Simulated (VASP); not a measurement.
# MgCd2Te3 (P-3m1) in VASP: a series of runs

The runs below take MgCd2Te3 through relaxation of cell and atoms, with PBE.

All numbers are computed with VASP 6.6.1; they aren't measurements. Logs are shortened: lines on timing, memory, paths and dates and some standing lists are left out, and cuts for length are marked.

### Step 1. The crystal as given

The structure is trigonal, space group P-3m1 (No. 164). Conventional cell: a = 4.316 Å, b = 4.316 Å, c = 10.519 Å, α = 90.00°, β = 90.00°, γ = 120.00°. Around Mg (site symmetry -3m) lie 6 Te at 3.00 Å. Cd (site symmetry 3m) is surrounded by 6 Te at 3.07 to 3.08 Å. Te (site symmetry -3m) has 6 Cd at 3.07 Å as nearest neighbours. Te (site symmetry 3m) is surrounded by 3 Mg at 3.00 Å and 3 Cd at 3.08 Å.

The cell was built by a generator and needn't be a form met in nature.

### Step 2. Relaxation of cell and atoms, PBE

INCAR reads:

```
SYSTEM = MgCd2Te3
ALGO = Normal ; EDIFF = 1E-6
EDIFFG = -0.01 ; ENCUT = 520
GGA = PE ; IBRION = 2
ISIF = 3 ; ISMEAR = 0
KPAR = 4 ; LASPH = .True.
LCHARG = .False. ; LREAL = .False.
LWAVE = .False. ; NELM = 120
NSW = 90 ; PREC = Accurate
SIGMA = 0.1
```

KPOINTS reads:

```
k-points
0
Gamma
  8 8 4
  0 0 0
```

POSCAR reads:

```
MgCd2Te3
1.0
    4.3161014800      0.0000000000      0.0000000000
   -2.1580507400      3.7378535300      0.0000000000
    0.0000000000      0.0000000000     10.5190000000
Mg Cd Te
1 2 3
Direct
    0.0000000000      0.0000000000      0.0000000000
    0.3333333300      0.6666666700      0.6703108700
    0.6666666700      0.3333333300      0.3296891300
    0.0000000000      0.0000000000      0.5000000000
    0.3333333300      0.6666666700      0.1579998100
    0.6666666700      0.3333333300      0.8420001900
```

Potentials or basis: VASP PAW PBE potentials, release 64 (Mg, Cd, Te).

On the command line:

```bash
$ cat potpaw_PBE.64/Mg/POTCAR potpaw_PBE.64/Cd/POTCAR potpaw_PBE.64/Te/POTCAR > POTCAR
$ mpirun -np 4 vasp_std > vasp.out
```

OUTCAR:

```text
SYSTEM = MgCd2Te3
   EDIFF = 1E-6
   EDIFFG = -0.01
   ENCUT = 520
   GGA = PE
   IBRION = 2
   ISIF = 3
   ISMEAR = 0
   LASPH = .True.
   LREAL = .False.
   NELM = 120
   NSW = 90
   PREC = Accurate

 ion  position               nearest neighbor table
   1  0.000  0.000  0.000-   5 3.00   6 3.00   6 3.00   5 3.00   6 3.00   5 3.00
   2  0.333  0.667  0.670-   4 3.07   4 3.07   4 3.07   6 3.08   6 3.08   6 3.08
   3  0.667  0.333  0.330-   4 3.07   4 3.07   4 3.07   5 3.08   5 3.08   5 3.08
   4  0.000  0.000  0.500-   2 3.07   3 3.07   3 3.07   2 3.07   3 3.07   2 3.07
   5  0.333  0.667  0.158-   1 3.00   1 3.00   1 3.00   3 3.08   3 3.08   3 3.08
   6  0.667  0.333  0.842-   1 3.00   1 3.00   1 3.00   2 3.08   2 3.08   2 3.08

  LATTYP: Found a hexagonal cell.
 ALAT       =     4.3161014800
 C/A-ratio  =     2.4371530764

  Lattice vectors:

 A1 = (   4.3161014800,   0.0000000000,   0.0000000000)
 A2 = (  -2.1580507400,   3.7378535300,   0.0000000000)
 A3 = (   0.0000000000,   0.0000000000,  10.5190000000)

Analysis of symmetry for initial positions (statically):
=====================================================================
 Subroutine PRICEL returns:
 Original cell was already a primitive cell.

 Routine SETGRP: Setting up the symmetry group for a
 hexagonal supercell.

 Subroutine GETGRP returns: Found 12 space group operations
 (whereof 12 operations were pure point group operations)
 out of a pool of 24 trial point group operations.

The static configuration has the point symmetry D_3d.

Analysis of symmetry for dynamics (positions and initial velocities):
=====================================================================
 Subroutine PRICEL returns:
 Original cell was already a primitive cell.

 Routine SETGRP: Setting up the symmetry group for a
 hexagonal supercell.

 Subroutine GETGRP returns: Found 12 space group operations
 (whereof 12 operations were pure point group operations)
 out of a pool of 24 trial point group operations.

The dynamic configuration has the point symmetry D_3d.

 Subroutine INISYM returns: Found 12 space group operations
 (whereof 12 operations are pure point group operations),
 and found     1 'primitive' translations

----------------------------------------------------------------------------------------

                                     Primitive cell

  volume of cell :     169.7026

  direct lattice vectors                    reciprocal lattice vectors
[... 120 lines left out ...]
   GGA     = PE    functional components
   LHFCALC =     F    Hartree Fock is set to
   AEXX    =    0.0000 exact exchange contribution
   IVDW    =     0    specifies the selected vdW correction
   LEPSILON=     F    determine dielectric tensor
   LRPA    =     F    only Hartree local field effects (RPA)
 conjugate gradient relaxation of ions
 non-spin polarized calculation
 Gauss-broadening in eV      SIGMA  =   0.10
  energy-cutoff  :      520.00
  volume of cell :      169.70
 maximum number of plane-waves:      4588
   NGX = 17   NGY = 17   NGZ = 39

--------------------------------------- Ionic step        1  -------------------------------------------

 number of electron      43.9999993 magnetization

 Free energy of the ion-electron system (eV)
  ---------------------------------------------------
  ext. energy  EPLUGINS =         0.00000000
  ---------------------------------------------------
  free energy    TOTEN  =       -15.08709258 eV

  energy without entropy =      -15.07387848  energy(sigma->0) =      -15.08048553

------------------------ aborting loop because EDIFF is reached ----------------------------------------

  FORCE on cell =-STRESS in cart. coord.  units (eV):
  Direction    XX          YY          ZZ          XY          YZ          ZX
  --------------------------------------------------------------------------------------
  -------------------------------------------------------------------------------------
  Total       -0.2863134     -0.2863134     -0.0250311     -0.0000000      0.0000000      0.0000000
  in kB       -2.7031106     -2.7031106     -0.2363212     -0.0000000      0.0000000      0.0000000
  external PRESSURE =      -1.8808475 kB  Pullay stress =       0.0000000 kB
[... 101 lines left out ...]
  FREE ENERGIE OF THE ION-ELECTRON SYSTEM (eV)
  ---------------------------------------------------
  free  energy   TOTEN  =       -15.0888038223 eV

  energy  without entropy=      -15.0757454865  energy(sigma->0) =      -15.08227465

[... ionic steps 4 to 11 ...]

--------------------------------------- Ionic step       12  -------------------------------------------

 number of electron      44.0000000 magnetization

------------------------ aborting loop because EDIFF is reached ----------------------------------------
[... 75 lines left out ...]
--------------------------------------- Ionic step       14  -------------------------------------------

 number of electron      44.0000001 magnetization

 Free energy of the ion-electron system (eV)
  ---------------------------------------------------
  ext. energy  EPLUGINS =         0.00000000
  ---------------------------------------------------
  free energy    TOTEN  =       -15.09060654 eV

  energy without entropy =      -15.07774467  energy(sigma->0) =      -15.08417560

 E-fermi :   3.9755     XC(G=0):  -9.4481

 val. band max:        3.9736750863   @ k =   0.1250   0.0000   0.5000
 cond. band min:       4.0127770780   @ k =   0.0000   0.1250   0.2500
 fundamental gap:      0.0391019918
 Fermi energy:         3.9755184713

 k-point     1 :       0.0000    0.0000    0.0000
  band No.  band energies     occupation
      1      -7.4604      2.00000
      2      -6.7825      2.00000
      3      -6.6751      2.00000
      4      -4.3827      2.00000
      5      -4.3827      2.00000
      6      -4.3141      2.00000
[... 685 lines left out ...]
     25       7.1129      0.00000
     26       8.1155      0.00000

 [... further k-points ...]

------------------------ aborting loop because EDIFF is reached ----------------------------------------

  FORCE on cell =-STRESS in cart. coord.  units (eV):
  Direction    XX          YY          ZZ          XY          YZ          ZX
  --------------------------------------------------------------------------------------
  -------------------------------------------------------------------------------------
  Total        0.0158573      0.0158573      0.0255074      0.0000000     -0.0000000     -0.0000000
  in kB        0.1503409      0.1503409      0.2418320      0.0000000     -0.0000000     -0.0000000
  external PRESSURE =       0.1808379 kB  Pullay stress =       0.0000000 kB
[... 21 lines left out ...]
  FREE ENERGIE OF THE ION-ELECTRON SYSTEM (eV)
  ---------------------------------------------------
  free  energy   TOTEN  =       -15.0906065364 eV

  energy  without entropy=      -15.0777446681  energy(sigma->0) =      -15.08417560

 reached required accuracy - stopping structural energy minimisation
```

CONTCAR:

```text
MgCd2Te3
   1.00000000000000
     4.2983206556437059    0.0000000000000000    0.0000000000000000
    -2.1491603278218530    3.7224548843698226    0.0000000000000001
    -0.0000000000000000    0.0000000000000000   10.5617372643071938
  Mg              Cd              Te
     1     2     3
Direct
     0.0000000000000000    0.0000000000000000    0.0000000000000000
     0.3333333300000021    0.6666666699999979    0.6692151467586790
     0.6666666699999979    0.3333333300000021    0.3307848532413210
     0.0000000000000000    0.0000000000000000    0.5000000000000000
     0.3333333300000021    0.6666666699999979    0.1600057214336231
     0.6666666699999979    0.3333333300000021    0.8399942785663771

  0.00000000E+00  0.00000000E+00  0.00000000E+00
  0.00000000E+00  0.00000000E+00  0.00000000E+00
  0.00000000E+00  0.00000000E+00  0.00000000E+00
  0.00000000E+00  0.00000000E+00  0.00000000E+00
  0.00000000E+00  0.00000000E+00  0.00000000E+00
  0.00000000E+00  0.00000000E+00  0.00000000E+00
```

Wall time 3 min (4 MPI ranks of AMD EPYC 9R14 (Zen 4), shared host); peak memory 0.38 GiB.

What came out:

- Free energy: -15.0906 eV
- Relaxed volume: 28.17 Å³/atom
- Relaxed cell: a = 4.298 Å, b = 4.298 Å, c = 10.562 Å, α = 90.00°, β = 90.00°, γ = 120.00°
- Space group after relaxing (to 0.05 Å): P-3m1 (No. 164)
- Energy gained by relaxing: 0.6 meV/atom
- Ionic steps: 14
- Pressure after relaxing: 0.0 GPa
- Largest force after relaxing: 0.004 eV/Å
- Band gap on the k mesh: none (metal or under the smearing width)

Forces on the atoms (eV/Å):
```
Mg   0.000  0.000  0.000
Cd   0.000  0.000 -0.003
Cd   0.000  0.000  0.003
Te   0.000  0.000  0.000
Te   0.000  0.000  0.004
Te   0.000  0.000 -0.004
```

The path:
```
step  energy change (eV)  largest force (eV/Å)  pressure (GPa)  volume (Å³)
   1              0.0000                0.0907           -0.19       169.70
   2             -0.0015                0.0713            0.00       168.89
   3             -0.0017                0.0555            0.19       168.25
   4             -0.0028                0.0287            0.15       168.48
   5             -0.0033                0.0185            0.08       168.72
   6             -0.0033                0.0182            0.07       168.76
   7             -0.0034                0.0134           -0.02       169.15
   8             -0.0034                0.0138           -0.03       169.15
   9             -0.0035                0.0141           -0.03       169.10
  10             -0.0034                0.0148           -0.01       169.04
  11             -0.0035                0.0144           -0.01       169.07
  12             -0.0035                0.0139           -0.01       169.09
  13             -0.0035                0.0108            0.00       169.06
  14             -0.0035                0.0037            0.02       168.99
```

Final structure:
```
Mg Cd Te
1.0
     4.29832    0.00000    0.00000
    -2.14916    3.72245    0.00000
     0.00000    0.00000   10.56174
Mg Cd Te
1 2 3
Cartesian
  0.0000 0.0000 0.0000
  0.0000 2.4816 7.0681
  2.1492 1.2408 3.4937
  0.0000 0.0000 5.2809
  0.0000 2.4816 1.6899
  2.1492 1.2408 8.8718
```

### Step 3. Relaxation of cell and atoms, PBE

This run uses another cell than the first one, of 28.17 Å³/atom, 0.996 times its volume.

INCAR reads:

```
SYSTEM = MgCd2Te3
ALGO = Normal ; EDIFF = 1E-7
EDIFFG = -0.005 ; ENCUT = 520
GGA = PE ; IBRION = 2
ISIF = 3 ; ISMEAR = 0
KPAR = 4 ; LASPH = .True.
LCHARG = .False. ; LREAL = .False.
LWAVE = .False. ; NELM = 120
NSW = 60 ; POTIM = 0.3
PREC = Accurate ; SIGMA = 0.1
```

KPOINTS is that of step 2.

POSCAR reads:

```
MgCd2Te3                                
1.0
    4.2983206556      0.0000000000      0.0000000000
   -2.1491603278      3.7224548844      0.0000000000
   -0.0000000000      0.0000000000     10.5617372643
  Mg              Cd              Te            
     1     2     3
Direct
     0.0000000000000000    0.0000000000000000    0.0000000000000000
     0.3333333300000021    0.6666666699999979    0.6692151467586790
     0.6666666699999979    0.3333333300000021    0.3307848532413210
     0.0000000000000000    0.0000000000000000    0.5000000000000000
     0.3333333300000021    0.6666666699999979    0.1600057214336231
     0.6666666699999979    0.3333333300000021    0.8399942785663771
```

Potentials or basis: VASP PAW PBE potentials, release 64 (Mg, Cd, Te).

On the command line:

```bash
$ cat potpaw_PBE.64/Mg/POTCAR potpaw_PBE.64/Cd/POTCAR potpaw_PBE.64/Te/POTCAR > POTCAR
$ mpirun -np 4 vasp_std > vasp.out
```

OUTCAR:

```text
SYSTEM = MgCd2Te3
   EDIFF = 1E-7
   EDIFFG = -0.005
   ENCUT = 520
   GGA = PE
   IBRION = 2
   ISIF = 3
   ISMEAR = 0
   LASPH = .True.
   LREAL = .False.
   NELM = 120
   NSW = 60
   POTIM = 0.3
   PREC = Accurate

 ion  position               nearest neighbor table
   1  0.000  0.000  0.000-   5 3.00   6 3.00   6 3.00   5 3.00   6 3.00   5 3.00
   2  0.333  0.667  0.669-   4 3.06   4 3.06   4 3.06   6 3.07   6 3.07   6 3.07
   3  0.667  0.333  0.331-   4 3.06   4 3.06   4 3.06   5 3.07   5 3.07   5 3.07
   4  0.000  0.000  0.500-   2 3.06   3 3.06   3 3.06   2 3.06   3 3.06   2 3.06
   5  0.333  0.667  0.160-   1 3.00   1 3.00   1 3.00   3 3.07   3 3.07   3 3.07
   6  0.667  0.333  0.840-   1 3.00   1 3.00   1 3.00   2 3.07   2 3.07   2 3.07

  LATTYP: Found a hexagonal cell.
 ALAT       =     4.2983206556
 C/A-ratio  =     2.4571776074

  Lattice vectors:

 A1 = (   4.2983206556,   0.0000000000,   0.0000000000)
 A2 = (  -2.1491603278,   3.7224548844,   0.0000000000)
 A3 = (   0.0000000000,   0.0000000000,  10.5617372643)

Analysis of symmetry for initial positions (statically):
=====================================================================
 Subroutine PRICEL returns:
 Original cell was already a primitive cell.

 Routine SETGRP: Setting up the symmetry group for a
 hexagonal supercell.

 Subroutine GETGRP returns: Found 12 space group operations
 (whereof 12 operations were pure point group operations)
 out of a pool of 24 trial point group operations.

The static configuration has the point symmetry D_3d.

Analysis of symmetry for dynamics (positions and initial velocities):
=====================================================================
 Subroutine PRICEL returns:
 Original cell was already a primitive cell.

[... 136 lines left out ...]
  volume/ion in A,a.u.               =      28.17       190.07
  Fermi-wavevector in a.u.,A,eV,Ry     =   1.045373  1.975468 14.868504  1.092804
  Thomas-Fermi vector in A             =   2.180166
   LORBIT       =      0    0 simple, 1 ext, 2 COOP (PROOUT), +10 PAW based schemes
   GGA     = PE    functional components
   LHFCALC =     F    Hartree Fock is set to
   AEXX    =    0.0000 exact exchange contribution
   IVDW    =     0    specifies the selected vdW correction
   LEPSILON=     F    determine dielectric tensor
   LRPA    =     F    only Hartree local field effects (RPA)
 conjugate gradient relaxation of ions
 non-spin polarized calculation
 Gauss-broadening in eV      SIGMA  =   0.10
  energy-cutoff  :      520.00
  volume of cell :      168.99
 maximum number of plane-waves:      4582
   NGX = 15   NGY = 15   NGZ = 39

 number of electron      44.0000001 magnetization

 Free energy of the ion-electron system (eV)
  ---------------------------------------------------
  ext. energy  EPLUGINS =         0.00000000
  ---------------------------------------------------
  free energy    TOTEN  =       -15.09058573 eV

  energy without entropy =      -15.07772413  energy(sigma->0) =      -15.08415493

 E-fermi :   3.9756     XC(G=0):  -9.4482

 val. band max:        3.9737289797   @ k =   0.1250  -0.0000   0.5000
 cond. band min:       4.0128332330   @ k =   0.0000   0.1250   0.2500
 fundamental gap:      0.0391042533
 Fermi energy:         3.9755693285

 k-point     1 :       0.0000    0.0000    0.0000
  band No.  band energies     occupation
      1      -7.4604      2.00000
      2      -6.7825      2.00000
      3      -6.6750      2.00000
      4      -4.3828      2.00000
      5      -4.3828      2.00000
      6      -4.3142      2.00000
[... 685 lines left out ...]
     25       7.1129      0.00000
     26       8.1155      0.00000

 [... further k-points ...]

------------------------ aborting loop because EDIFF is reached ----------------------------------------

  FORCE on cell =-STRESS in cart. coord.  units (eV):
  Direction    XX          YY          ZZ          XY          YZ          ZX
  --------------------------------------------------------------------------------------
  -------------------------------------------------------------------------------------
  Total        0.0095924      0.0095924      0.0197432      0.0000000     -0.0000000      0.0000000
  in kB        0.0909444      0.0909444      0.1871819      0.0000000     -0.0000000      0.0000000
  external PRESSURE =       0.1230236 kB  Pullay stress =       0.0000000 kB

 VOLUME and BASIS-vectors are now :
 -----------------------------------------------------------------------------
  energy-cutoff  :      520.00
  volume of cell :      168.99
      direct lattice vectors                 reciprocal lattice vectors
     4.298320656  0.000000000  0.000000000     0.232648999  0.134319962  0.000000000
    -2.149160328  3.722454884  0.000000000     0.000000000  0.268639925  0.000000000
     0.000000000  0.000000000 10.561737264     0.000000000  0.000000000  0.094681393

 POSITION                                       TOTAL-FORCE (eV/Angst)
 -----------------------------------------------------------------------------------
      0.00000      0.00000      0.00000        -0.000000      0.000000     -0.000000
     -0.00000      2.48164      7.06807        -0.000000      0.000000     -0.003086
      2.14916      1.24082      3.49366         0.000000     -0.000000      0.003086
      0.00000      0.00000      5.28087        -0.000000      0.000000     -0.000000
     -0.00000      2.48164      1.68994         0.000000      0.000000      0.003904
      2.14916      1.24082      8.87180        -0.000000     -0.000000     -0.003904
 -----------------------------------------------------------------------------------
    total drift:                               -0.000000      0.000000     -0.000000

  FREE ENERGIE OF THE ION-ELECTRON SYSTEM (eV)
  ---------------------------------------------------
  free  energy   TOTEN  =       -15.0905857328 eV

  energy  without entropy=      -15.0777241299  energy(sigma->0) =      -15.08415493

 reached required accuracy - stopping structural energy minimisation
```

Run time: 30 s. Hardware: 4 MPI ranks of AMD EPYC 9R14 (Zen 4), shared host; peak memory 0.35 GiB.

Results:

| Quantity | Value |
| --- | --- |
| Free energy | -15.0906 eV |
| Pressure after relaxing | 0.0 GPa |
| Largest force after relaxing | 0.004 eV/Å |
| Band gap on the k mesh | none (metal or under the smearing width) |

Forces in eV/Å, atoms in the order of the input:
```
Mg   0.000  0.000  0.000
Cd   0.000  0.000 -0.003
Cd   0.000  0.000  0.003
Te   0.000  0.000  0.000
Te   0.000  0.000  0.004
Te   0.000  0.000 -0.004
```

Final structure:
```yaml
crystal:
  lattice:
    - [4.29832, 0.00000, 0.00000]
    - [-2.14916, 3.72245, 0.00000]
    - [0.00000, 0.00000, 10.56174]
  atoms:
    - { symbol: Mg, position: [0.00000, 0.00000, 0.00000] }
    - { symbol: Cd, position: [0.33333, 0.66667, 0.66922] }
    - { symbol: Cd, position: [0.66667, 0.33333, 0.33078] }
    - { symbol: Te, position: [0.00000, 0.00000, 0.50000] }
    - { symbol: Te, position: [0.33333, 0.66667, 0.16001] }
    - { symbol: Te, position: [0.66667, 0.33333, 0.83999] }
```

Levels at points of the mesh, in eV from the Fermi level:
| k point | band 20 | band 21 | band 22 | band 23 | band 24 | band 25 |
| --- | --- | --- | --- | --- | --- | --- |
| (0.00, 0.00, 0.00) | -0.29 | -0.02 | -0.02 | 0.80 | 2.99 | 3.01 |
| (0.50, 0.00, 0.00) | -1.27 | -0.88 | -0.75 | -0.67 | 2.21 | 2.49 |
| (0.00, 0.00, 0.50) | -0.17 | -0.09 | -0.09 | 2.25 | 2.56 | 2.91 |
| (0.50, 0.00, 0.50) | -1.57 | -0.18 | -0.17 | 0.34 | 0.86 | 2.86 |

Caveat: the relaxation stopped at its first step, so nothing moved.
